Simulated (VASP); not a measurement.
Given:

```
Na2S
1.0
    0.00000     2.76351     2.76351
    2.76351     0.00000     2.76351
    2.76351     2.76351     0.00000
Na S
2 1
Direct
  0.25000   0.25000   0.25000
  0.75000   0.75000   0.75000
  0.00000   0.00000   0.00000
```

Level of theory: PBE GGA, VASP's PBE PAW potentials (set 64) (plane waves; VASP). Settings: 500 eV cut-off, 7×7×7 Γ-centred mesh, Gaussian smearing of 0.050 eV, potentials Na_pv S.

What does the run give for the energy per atom (σ→0), pressure?

```json
{
  "energy per atom (σ→0)": "-239.3 kJ/mol of atoms",
  "pressure": "44.89 GPa"
}
```

The absolute energy has meaning only against runs of the same code, potentials and settings.

The compound is Na2S in the antifluorite structure. It was relaxed first under an external pressure of 45 GPa.
